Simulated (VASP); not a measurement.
Input of a VASP 6.6.1 run:

File POSCAR:

```
Pb
1.0
    0.0000000000      2.4673600000      2.4673600000
    2.4673600000      0.0000000000      2.4673600000
    2.4673600000      2.4673600000      0.0000000000
Pb
1
Direct
    0.0000000000      0.0000000000      0.0000000000
```

Contents of INCAR.step1:

```
ALGO = Normal ; EDIFF = 1E-5
ENCUT = 520 ; GGA = PE
ISIF = 2 ; ISMEAR = 0
LASPH = True ; LCHARG = False
LREAL = False ; LWAVE = True
NBANDS = 13 ; NELM = 60
PREC = Accurate ; SIGMA = 0.1
```

Contents of INCAR.step2:

```
ALGO = Normal ; EDIFF = 1E-6
ENCUT = 520 ; GGA = PE
HFSCREEN = 0.2 ; ISIF = 2
ISMEAR = 0 ; ISTART = 1
LASPH = True ; LCHARG = False
LHFCALC = True ; LREAL = False
LWAVE = False ; NBANDS = 13
NELM = 60 ; PREC = Accurate
PRECFOCK = Fast ; SIGMA = 0.1
```

Contents of KPOINTS:

```
k-points
0
Gamma
  8 8 8
```

Potentials or basis: VASP PAW PBE potentials, release 64 (Pb_d).

Run with:

```bash
$ cat potpaw_PBE.64/Pb_d/POTCAR > POTCAR
$ cp INCAR.step1 INCAR
$ mpirun -np 1 vasp_std > vasp.out
$ cp INCAR.step2 INCAR
$ mpirun -np 1 vasp_std > vasp.out
```

**Question.** What does it give for the pressure?

**Answer.** 1.7 GPa.

**Question.** Predict the band gap on the k mesh.

**Answer.** None (metal or under the smearing width).

Caveat: the PAW data sets were made with another functional, which shifts forces and pressure a little. Spin-orbit coupling is left out, which matters for the levels of Pb.
